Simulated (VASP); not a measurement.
Consider the following.

```
CELL_PARAMETERS angstrom
     -1.61307     1.61307     1.61307
      1.61307    -1.61307     1.61307
      1.61307     1.61307    -1.61307
ATOMIC_POSITIONS crystal
  Mo 0.00000 0.00000 0.00000
```

These are PBE GGA, VASP's PBE PAW potentials (set 64) (plane waves; VASP 6.6.1) values and carry that method's errors. Numerical set-up: 520 eV cut-off, 16×16×16 Γ-centred mesh, first-order Methfessel-Paxton smearing of 0.10 eV, potentials Mo_sv.

Q: Give the stress tensor in GPa (positive for a compressed cell).

A: 
```
-13.80    0.00    0.00
  0.00  -13.80    0.00
  0.00    0.00  -13.80
```
The pressure is its mean diagonal, -13.80 GPa.

The compound is Mo in the bcc structure. This cell is one point of a volume scan, at 1.06 of the reference volume.
